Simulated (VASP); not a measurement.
Set up this calculation in VASP 6.6.1, as the native input.

```yaml
Task: relaxation of cell and atoms
Functional: RPBE
Potentials_or_basis: VASP PAW PBE potentials, release 64 (Ta_pv)
Cutoff: 600 eV
k_mesh: 18 × 18 × 18
Occupations: gaussian, width 0.1 eV
Spin: no spin polarisation
Further_INCAR_settings: ALGO = Normal; EDIFF = 1e-07; IBRION = 2; EDIFFG = -0.005; NSW = 90; ISIF = 3
```

The structure of Ta lies in POSCAR:

```
Ta
1.0
   -1.6549278100      1.6549278100      1.6549278100
    1.6549278100     -1.6549278100      1.6549278100
    1.6549278100      1.6549278100     -1.6549278100
Ta
1
Direct
    0.0000000000      0.0000000000      0.0000000000
```

The input as run:

INCAR

```
SYSTEM = Ta
ALGO = Normal
EDIFF = 1E-7
EDIFFG = -0.005
ENCUT = 600
GGA = RP
IBRION = 2
ISIF = 3
ISMEAR = 0
LASPH = .TRUE.
LCHARG = .FALSE.
LREAL = .FALSE.
LWAVE = .FALSE.
NELM = 100
NSW = 90
PREC = Accurate
SIGMA = 0.1
```

KPOINTS

```
k-points
0
G
  18 18 18
  0 0 0
```

Potentials or basis: VASP PAW PBE potentials, release 64 (Ta_pv).

Launch:

```console
$ cat potpaw_PBE.64/Ta_pv/POTCAR > POTCAR
$ mpirun -np 1 vasp_std > vasp.out
```

Results of the run:

```yaml
Relaxed_volume: 18.61 Å³/atom
Relaxed_cell: a = 2.892 Å, b = 2.892 Å, c = 2.892 Å, α = 109.47°, β = 109.47°, γ = 109.47°
Space_group_after_relaxing_to_0.05_Å: Im-3m (No. 229)
Energy_gained_by_relaxing: 7.6 meV/atom
Ionic_steps: 4
Pressure_after_relaxing: 0.0 GPa
Band_gap_on_the_k_mesh: none (metal or under the smearing width)
```

Caveat: the PAW data sets were made with another functional, which shifts forces and pressure a little.

Run time: 44 s on 1 thread of Intel(R) Xeon(R) Platinum 8559C (Emerald Rapids), on a shared host, peak memory 0.18 GiB.
